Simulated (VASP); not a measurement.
CdGe62 (a cell with a defect): relaxation of the atoms with PBEsol

The system is CdGe62 (a cell with a defect).

```
CELL_PARAMETERS angstrom
11.38000 0.00000 0.00000
0.00000 11.38000 0.00000
0.00000 0.00000 11.38000
ATOMIC_POSITIONS crystal
Cd 0.06297 0.06215 0.06508
Ge 0.99973 0.25012 0.25168
Ge 0.24903 0.99937 0.25020
Ge 0.24965 0.24873 0.99978
Ge 0.12462 0.37564 0.37323
Ge 0.37426 0.12622 0.37697
Ge 0.37340 0.37568 0.12396
Ge 0.99909 0.99907 0.49955
Ge 0.00106 0.25076 0.75006
Ge 0.24961 0.00000 0.74989
Ge 0.25084 0.24933 0.49999
Ge 0.12489 0.12494 0.62526
Ge 0.12521 0.37642 0.87491
Ge 0.37666 0.12468 0.87449
Ge 0.37511 0.37538 0.62529
Ge 0.00137 0.50121 0.00053
Ge 0.99964 0.74989 0.25150
Ge 0.25023 0.49861 0.24927
Ge 0.24939 0.75122 0.99989
Ge 0.12740 0.62570 0.12513
Ge 0.12454 0.87603 0.37474
Ge 0.37412 0.62560 0.37501
Ge 0.37626 0.87492 0.12196
Ge 0.00084 0.49801 0.50163
Ge 0.00193 0.74955 0.74876
Ge 0.24852 0.50093 0.74979
Ge 0.24936 0.74974 0.50222
Ge 0.12537 0.62579 0.62583
Ge 0.12608 0.87613 0.87425
Ge 0.37477 0.62419 0.87424
Ge 0.37621 0.87447 0.62492
Ge 0.49926 0.99937 0.00084
Ge 0.49953 0.24949 0.25052
Ge 0.75053 0.00084 0.25018
Ge 0.74814 0.25067 0.00053
Ge 0.62608 0.12410 0.12768
Ge 0.62369 0.37577 0.37505
Ge 0.87448 0.12587 0.37470
Ge 0.87252 0.37376 0.12549
Ge 0.50238 0.99843 0.49998
Ge 0.50154 0.25064 0.74960
Ge 0.74849 0.99811 0.74921
Ge 0.74961 0.24761 0.49820
Ge 0.62532 0.12457 0.62420
Ge 0.62457 0.37414 0.87598
Ge 0.87674 0.12720 0.87575
Ge 0.87579 0.37655 0.62685
Ge 0.50156 0.50129 0.99933
Ge 0.49830 0.75093 0.24990
Ge 0.74994 0.49906 0.24862
Ge 0.75149 0.75049 0.99887
Ge 0.62541 0.62532 0.12555
Ge 0.62737 0.87496 0.37364
Ge 0.87504 0.62431 0.37558
Ge 0.87522 0.87537 0.12440
Ge 0.50044 0.49946 0.50055
Ge 0.49968 0.74881 0.75053
Ge 0.74925 0.50153 0.75047
Ge 0.75050 0.75011 0.49994
Ge 0.62247 0.62630 0.62414
Ge 0.62602 0.87432 0.87485
Ge 0.87476 0.62390 0.87482
Ge 0.87551 0.87456 0.62366
```

The cell was built by a generator and needn't be a form met in nature.

| Property | Result |
| --- | --- |
| Program | VASP 6.6.1 |
| Task | relaxation of the atoms |
| Functional | PBEsol |
| Potentials or basis | VASP PAW PBE potentials, release 64 (Cd, Ge) |
| Cutoff | 360 eV |
| k mesh | 2 × 2 × 2 |
| Occupations | gaussian, width 0.02 eV |
| Spin | no spin polarisation |
| Charge | -1 |
| Further INCAR settings | ALGO = Normal; EDIFF = 1e-07; IBRION = 2; EDIFFG = -0.01; NSW = 60; NELECT = 261 |

```json
{
 "Energy gained by relaxing": "18.3 meV/atom",
 "Ionic steps": "18",
 "Largest force after relaxing": "0.009 eV/Å",
 "Band gap on the k mesh": "none (metal or under the smearing width)"
}
```

Forces on the atoms (eV/Å):
```
Cd  -0.002 -0.001  0.000
Ge  -0.003  0.004  0.007
Ge   0.003  0.001  0.002
Ge   0.001  0.003 -0.001
Ge   0.003  0.001  0.003
Ge   0.002  0.002  0.002
Ge   0.002  0.000 -0.003
Ge  -0.001 -0.001  0.000
Ge   0.001  0.007 -0.006
Ge   0.002 -0.002 -0.003
Ge   0.000  0.004 -0.003
Ge   0.002  0.001 -0.005
Ge   0.002  0.003 -0.003
Ge   0.003 -0.001  0.000
Ge  -0.003 -0.002  0.001
Ge   0.000  0.004  0.000
Ge   0.003 -0.003  0.001
Ge   0.000 -0.004  0.001
Ge   0.003 -0.006 -0.001
Ge   0.001 -0.002  0.002
Ge  -0.002 -0.004  0.003
Ge  -0.001  0.001 -0.001
Ge   0.006 -0.004  0.000
Ge   0.001  0.001  0.004
Ge  -0.001 -0.004 -0.002
Ge   0.000  0.005 -0.004
Ge  -0.003 -0.001  0.004
Ge  -0.001 -0.002 -0.003
Ge   0.005 -0.003 -0.005
Ge   0.003 -0.003 -0.004
Ge   0.002 -0.003  0.001
Ge   0.008  0.002  0.000
Ge  -0.001  0.001  0.000
Ge  -0.004  0.001  0.001
Ge  -0.008  0.001  0.003
Ge  -0.006  0.001  0.002
Ge  -0.001 -0.002 -0.003
Ge  -0.001 -0.001  0.004
Ge  -0.002  0.004 -0.002
Ge   0.001  0.002 -0.003
Ge   0.004  0.002 -0.003
Ge  -0.004  0.000 -0.004
Ge  -0.002  0.001  0.003
Ge   0.003 -0.002 -0.001
Ge  -0.003  0.003  0.001
Ge  -0.002  0.002 -0.002
Ge  -0.001  0.003 -0.004
Ge   0.001  0.001  0.002
Ge   0.003 -0.003  0.003
Ge  -0.004  0.002  0.001
Ge  -0.002 -0.002 -0.002
Ge  -0.001  0.002  0.002
Ge   0.000 -0.003  0.000
Ge  -0.001 -0.004  0.002
Ge  -0.003 -0.002  0.003
Ge   0.000 -0.004 -0.002
Ge  -0.001  0.001  0.004
Ge   0.002 -0.002  0.003
Ge   0.002  0.004 -0.002
Ge  -0.002  0.004  0.001
Ge  -0.001 -0.002 -0.002
Ge  -0.001  0.001  0.000
Ge  -0.002  0.000  0.002
```

Step by step:
```csv
step,energy change (eV),largest force (eV/Å),pressure (GPa)
1,0.0000,1.1709,0.79
2,-0.4176,0.8718,0.62
3,-0.5971,0.6780,0.47
4,-0.9055,0.4213,0.26
5,-1.0340,0.3512,0.07
6,-1.1145,0.1226,0.04
7,-1.1275,0.1512,0.02
8,-1.1431,0.0657,0.01
9,-1.1434,0.0693,0.01
10,-1.1476,0.0334,0.00
11,-1.1481,0.0365,-0.01
12,-1.1495,0.0229,-0.01
13,-1.1496,0.0302,-0.01
14,-1.1506,0.0210,-0.01
15,-1.1512,0.0290,-0.01
16,-1.1519,0.0206,-0.01
17,-1.1522,0.0158,-0.01
18,-1.1524,0.0089,-0.01
```

Final structure:
```
CELL_PARAMETERS angstrom
11.38000 0.00000 0.00000
0.00000 11.38000 0.00000
0.00000 0.00000 11.38000
ATOMIC_POSITIONS crystal
Cd 0.06288 0.06271 0.06269
Ge 0.00731 0.23319 0.23314
Ge 0.23329 0.00711 0.23331
Ge 0.23340 0.23328 0.00718
Ge 0.12035 0.36709 0.36707
Ge 0.36717 0.12026 0.36711
Ge 0.36722 0.36712 0.12040
Ge 0.00026 0.00021 0.49905
Ge 0.99852 0.24877 0.75280
Ge 0.24894 0.99846 0.75273
Ge 0.24855 0.24845 0.49684
Ge 0.12491 0.12483 0.62605
Ge 0.12655 0.37231 0.87616
Ge 0.37242 0.12656 0.87606
Ge 0.37359 0.37353 0.62322
Ge 0.00022 0.49902 0.00018
Ge 0.99850 0.75271 0.24893
Ge 0.24853 0.49688 0.24849
Ge 0.24888 0.75276 0.99850
Ge 0.12486 0.62602 0.12484
Ge 0.12662 0.87607 0.37243
Ge 0.37364 0.62324 0.37345
Ge 0.37236 0.87612 0.12655
Ge 0.00126 0.49848 0.49848
Ge 0.00486 0.75802 0.75796
Ge 0.25004 0.49957 0.75037
Ge 0.25012 0.75023 0.49963
Ge 0.12396 0.62655 0.62661
Ge 0.11775 0.89198 0.89196
Ge 0.37477 0.62545 0.87514
Ge 0.37480 0.87508 0.62542
Ge 0.49902 0.00018 0.00018
Ge 0.49696 0.24844 0.24852
Ge 0.75279 0.99845 0.24889
Ge 0.75285 0.24890 0.99840
Ge 0.62614 0.12484 0.12478
Ge 0.62332 0.37350 0.37358
Ge 0.87620 0.12656 0.37231
Ge 0.87618 0.37233 0.12657
Ge 0.49854 0.00118 0.49855
Ge 0.49970 0.24996 0.75027
Ge 0.75806 0.00470 0.75800
Ge 0.75039 0.24993 0.49966
Ge 0.62663 0.12384 0.62661
Ge 0.62552 0.37472 0.87501
Ge 0.89199 0.11764 0.89197
Ge 0.87521 0.37468 0.62546
Ge 0.49855 0.49843 0.00113
Ge 0.49974 0.75029 0.24987
Ge 0.75037 0.49961 0.24998
Ge 0.75806 0.75796 0.00479
Ge 0.62666 0.62648 0.12378
Ge 0.62543 0.87510 0.37476
Ge 0.87511 0.62543 0.37476
Ge 0.89202 0.89192 0.11776
Ge 0.49986 0.49984 0.49981
Ge 0.50190 0.75151 0.75152
Ge 0.75165 0.50182 0.75151
Ge 0.75154 0.75150 0.50183
Ge 0.62534 0.62520 0.62527
Ge 0.62829 0.87655 0.87661
Ge 0.87665 0.62827 0.87653
Ge 0.87663 0.87654 0.62819
```

Levels at points of the mesh, in eV from the Fermi level:
```tsv
k point	band 128	band 129	band 130	band 131	band 132	band 133
(0.00, 0.00, 0.00)	-0.35	-0.35	-0.01	0.20	0.32	0.32
(0.50, 0.00, 0.00)	-0.78	-0.62	-0.40	-0.29	0.00	0.71
(0.00, 0.50, 0.00)	-0.78	-0.62	-0.40	-0.29	0.00	0.71
(0.00, 0.00, 0.50)	-0.78	-0.62	-0.40	-0.29	0.00	0.71
(0.50, 0.50, 0.00)	-0.80	-0.31	-0.19	0.04	0.36	0.97
(0.00, 0.50, 0.50)	-0.80	-0.31	-0.19	0.04	0.36	0.97
(0.50, 0.00, 0.50)	-0.80	-0.31	-0.19	0.04	0.36	0.97
(0.50, 0.50, 0.50)	-0.55	-0.31	-0.31	0.27	0.27	0.74
```

Wall time 2.7 h on 8 MPI ranks on Intel(R) Xeon(R) Platinum 8375C CPU @ 2.90GHz (Ice Lake) (shared host), peak memory 0.36 GiB a rank.

Caveat: the cell carries a net charge on a neutralising background, which shifts energy and pressure; the cell is charged against a uniform background, so pressure and absolute levels hang on convention; the PAW data sets were made with another functional, which shifts forces and pressure a little.
